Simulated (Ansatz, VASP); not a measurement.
## One calculation of Ca2GeF6, two programs

```xyz
9
Lattice="0.0000 4.0017 4.0017 4.0017 0.0000 4.0017 4.0017 4.0017 0.0000" Properties=species:S:1:pos:R:3 pbc="T T T"
Ca    2.0008    2.0008    2.0008
Ca    6.0025    6.0025    6.0025
Ge    0.0000    0.0000    0.0000
F     2.1045    4.0017    4.0017
F     4.0017    2.1045    4.0017
F     5.8989    4.0017    4.0017
F     4.0017    5.8989    4.0017
F     4.0017    4.0017    2.1045
F     4.0017    4.0017    5.8989
```

Change from the starting cell: species swapped into the Cs2WBr6 type (Fm-3m, No. 225).

Alike in both runs: functional PBE; k mesh 6 × 6 × 6; occupations gaussian, width 0.02 eV; no spin polarisation.

Ansatz relaxed the structure, and its values are those at the end. VASP's run is a single point on that final structure, the one shown.

```csv
,VASP,Ansatz
version,VASP 6.6.1,Ansatz 0.2.0
potentials or method,"VASP PAW PBE potentials, release 64 (Ca_sv, Ge_d, F)","scalar-relativistic, plane waves, PAW"
plane-wave cutoff (eV),520,420
valence electrons in the cell,76,76
```

|  | VASP | Ansatz | Ansatz less VASP |
| --- | --- | --- | --- |
| gap on the k mesh at the Fermi level (eV) | 1.88 | 1.86 | -0.011 |
| least direct gap on the mesh (eV) | 2.51 | 2.51 | -0.008 |
| pressure (GPa) | -0.1 | 0.0 | +0.06 |
| rms of the force components (eV/Å) | 0.013 | 0.000 | -0.0123 |

A k mesh can miss the band edges.
